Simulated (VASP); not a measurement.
```
CELL_PARAMETERS angstrom
      3.27829     0.00000     0.00000
      0.00000     3.27829     0.00000
      0.00000     0.00000     4.70978
ATOMIC_POSITIONS crystal
  Ga 0.50000 0.50000 0.50000
  Bi 0.00000 0.00000 0.00000
```

Level of theory: PBEsol GGA with spin-orbit coupling, VASP's PBE PAW potentials (set 64) (plane waves; VASP). Numerical set-up: 400 eV cut-off, 10×10×7 Γ-centred mesh, Gaussian smearing of 0.050 eV, potentials Ga_d Bi_d.

**Question.** Give the energies of bands 23 to 35 at the high-symmetry points, in eV from the Fermi level.

**Answer.** 
| band | Γ | X | M | Z | R | A |
|---|---|---|---|---|---|---|
| 23 | -5.28 | -7.09 | -4.37 | -8.42 | -5.43 | -3.64 |
| 24 | -5.28 | -7.09 | -4.37 | -8.42 | -5.43 | -3.64 |
| 25 | -3.86 | -1.47 | -3.42 | 1.50 | -5.25 | -2.98 |
| 26 | -3.86 | -1.47 | -3.42 | 1.50 | -5.25 | -2.98 |
| 27 | 1.56 | -0.40 | -3.38 | 2.97 | -4.14 | -2.22 |
| 28 | 1.56 | -0.40 | -3.38 | 2.97 | -4.14 | -2.22 |
| 29 | 2.79 | -0.29 | 1.25 | 3.75 | 4.42 | -0.44 |
| 30 | 2.79 | -0.29 | 1.25 | 3.75 | 4.42 | -0.44 |
| 31 | 5.77 | 1.06 | 2.59 | 4.15 | 6.27 | -0.39 |
| 32 | 5.77 | 1.06 | 2.59 | 4.15 | 6.27 | -0.39 |
| 33 | 6.74 | 5.08 | 2.61 | 5.29 | 6.59 | -0.24 |
| 34 | 6.74 | 5.08 | 2.61 | 5.29 | 6.59 | -0.24 |
| 35 | 7.09 | 6.79 | 2.96 | 5.46 | 7.04 | 0.62 |

It has no gap at this level: it comes out as a metal or semimetal.

The structure was generated: GaBi was put into the CuAu type (P4/mmm), which need not be its known phase. It was relaxed first, which changed the volume by +23 %.
